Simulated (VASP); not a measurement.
Data:

```
La
1.0
    1.94059    -3.24030     0.00000
    1.94059     3.24030     0.00000
    0.00000     0.00000    12.05538
La
4
Direct
  0.00000   0.00000   0.50000
  0.00000   0.00000   0.00000
  0.33333   0.66667   0.25000
  0.68979   0.35646   0.75000
```

Level of theory: PBE GGA, VASP's PBE PAW potentials (set 64) (plane waves; VASP 6.6.1). Numerical set-up: 250 eV cut-off, 8×8×3 Γ-centred mesh, first-order Methfessel-Paxton smearing of 0.10 eV, potentials La.

At this cut-off the stress carries a Pulay error, which pulls relaxed volumes low.

**Question.** Give the stress tensor in GPa (positive for a compressed cell).

**Answer.** 
```
-1.62   0.08   0.00
 0.08  -0.31   0.00
 0.00   0.00  -0.23
```
The pressure is its mean diagonal, -0.72 GPa.

The compound is La in the dhcp structure. The cell was not relaxed at this level. The run is one of a series of settings (ENCUT = 250 against the base run), some of them coarse on purpose.
